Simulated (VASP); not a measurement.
Consider the following.

```
CELL_PARAMETERS angstrom
      4.86832    -8.43217     0.00000
      4.86832     8.43217     0.00000
      0.00000     0.00000    10.55628
ATOMIC_POSITIONS crystal
  Ga 0.22187 0.11278 0.25052
  Ga 0.11086 0.22218 0.99959
  Ga 0.22167 0.11021 0.75002
  Ga 0.11272 0.23614 0.50289
  Ga 0.22819 0.44704 0.25437
  Ga 0.11096 0.55516 0.99958
  Ga 0.22259 0.44452 0.75166
  Ga 0.11259 0.54307 0.50313
  Ga 0.22173 0.77527 0.25051
  Ga 0.11115 0.88880 0.00123
  Ga 0.22172 0.77802 0.75010
  Ga 0.11044 0.88843 0.49966
  Ga 0.55417 0.11030 0.25017
  Ga 0.44414 0.22199 0.99962
  Ga 0.55433 0.11041 0.74974
  Ga 0.44475 0.22336 0.49969
  Ga 0.55759 0.44433 0.25007
  Ga 0.44576 0.55606 0.99831
  Ga 0.55322 0.44491 0.74887
  Ga 0.55752 0.77971 0.25008
  Ga 0.44417 0.88859 0.99965
  Ga 0.55327 0.77482 0.74890
  Ga 0.44466 0.88766 0.49964
  Ga 0.89058 0.11236 0.24974
  Ga 0.77713 0.22179 0.00049
  Ga 0.88698 0.10991 0.75014
  Ga 0.77552 0.22105 0.49927
  Ga 0.89074 0.44461 0.24979
  Ga 0.77772 0.55523 0.99959
  Ga 0.88701 0.44352 0.75016
  Ga 0.77700 0.55417 0.49933
  Ga 0.88912 0.77777 0.24987
  Ga 0.77768 0.88892 0.99956
  Ga 0.88816 0.77725 0.74935
  Ga 0.77711 0.88944 0.49936
  N  0.22021 0.11542 0.43978
  N  0.11116 0.22226 0.18681
  N  0.22179 0.11028 0.93842
  N  0.10958 0.22055 0.69208
  N  0.11137 0.55505 0.18689
  N  0.22210 0.44423 0.93990
  N  0.10959 0.55558 0.69230
  N  0.22010 0.77108 0.43977
  N  0.11223 0.88926 0.19001
  N  0.22181 0.77797 0.93848
  N  0.11050 0.88848 0.68776
  N  0.55276 0.10956 0.43838
  N  0.44378 0.22162 0.18768
  N  0.55526 0.11084 0.93815
  N  0.44354 0.22144 0.68835
  N  0.55827 0.44038 0.43611
  N  0.45157 0.55901 0.18502
  N  0.55615 0.44354 0.93764
  N  0.44178 0.55413 0.69171
  N  0.55837 0.78436 0.43611
  N  0.44372 0.88859 0.18770
  N  0.55614 0.77902 0.93765
  N  0.44354 0.88856 0.68832
  N  0.89086 0.11387 0.43821
  N  0.77701 0.22169 0.18888
  N  0.88814 0.11108 0.93827
  N  0.77633 0.22139 0.68770
  N  0.89084 0.44357 0.43824
  N  0.78019 0.55590 0.18760
  N  0.88819 0.44354 0.93830
  N  0.77681 0.55504 0.68796
  N  0.88877 0.77765 0.43824
  N  0.78006 0.89056 0.18757
  N  0.88919 0.77784 0.93800
  N  0.77685 0.88820 0.68799
  Mg 0.44175 0.55412 0.49653
```
Cell charge -2.

Calculation: PBE GGA, VASP's PBE PAW potentials (set 64) (plane waves; VASP). Numerical set-up: PREC = Normal, LREAL = Auto, ISYM = 0, NELECT = 284.0, 400 eV cut-off, 1×1×1 Γ-centred mesh, Gaussian smearing of 0.050 eV, potentials Ga N Mg. Starting moments (MAGMOM): 71*0.0282. The cell's moment is fixed (NUPDOWN = 2).

At this cut-off the stress carries a Pulay error, which pulls relaxed volumes low. The cell is charged, with a uniform compensating background.  The supercell is sampled at Γ alone, which is coarse: total energies, pressure and levels can be off, energies of defects by several tenths of an eV.

What does the run give for the cell moment, energy per atom (σ→0), pressure?

```yaml
cell_moment: 2.00 μB
energy per atom (σ→0): -5.817 eV/atom
pressure: 2.06 GPa
```

Give the moment on each site (PAW-sphere projection).

| site | moment (μB) |
|---|---|
| Ga1 | 0.01 |
| Ga2 | 0.02 |
| Ga3 | 0.01 |
| Ga4 | 0.07 |
| Ga5 | 0.25 |
| Ga6 | 0.02 |
| Ga7 | 0.01 |
| Ga8 | 0.07 |
| Ga9 | 0.01 |
| Ga10 | 0.01 |
| Ga11 | 0.01 |
| Ga12 | 0.00 |
| Ga13 | 0.01 |
| Ga14 | 0.01 |
| Ga15 | 0.01 |
| Ga16 | 0.01 |
| Ga17 | 0.01 |
| Ga18 | 0.02 |
| Ga19 | 0.01 |
| Ga20 | 0.01 |
| Ga21 | 0.01 |
| Ga22 | 0.01 |
| Ga23 | 0.01 |
| Ga24 | 0.01 |
| Ga25 | 0.01 |
| Ga26 | 0.01 |
| Ga27 | 0.01 |
| Ga28 | 0.01 |
| Ga29 | 0.01 |
| Ga30 | 0.01 |
| Ga31 | 0.00 |
| Ga32 | 0.01 |
| Ga33 | 0.01 |
| Ga34 | 0.01 |
| Ga35 | 0.00 |
| N36 | 0.01 |
| N37 | 0.05 |
| N38 | 0.01 |
| N39 | 0.05 |
| N40 | 0.05 |
| N41 | 0.01 |
| N42 | 0.05 |
| N43 | 0.01 |
| N44 | 0.01 |
| N45 | 0.01 |
| N46 | 0.01 |
| N47 | 0.01 |
| N48 | 0.01 |
| N49 | 0.01 |
| N50 | 0.01 |
| N51 | 0.01 |
| N52 | 0.07 |
| N53 | 0.01 |
| N54 | 0.02 |
| N55 | 0.01 |
| N56 | 0.01 |
| N57 | 0.01 |
| N58 | 0.01 |
| N59 | 0.01 |
| N60 | 0.01 |
| N61 | 0.01 |
| N62 | 0.01 |
| N63 | 0.01 |
| N64 | 0.01 |
| N65 | 0.01 |
| N66 | 0.01 |
| N67 | 0.01 |
| N68 | 0.01 |
| N69 | 0.01 |
| N70 | 0.01 |
| Mg71 | 0.00 |

Only differences to runs with the same potentials and settings are physical.

The cell is a supercell with a defect, built from GaN (wurtzite): Mg_Ga-vac_N, charge -2.
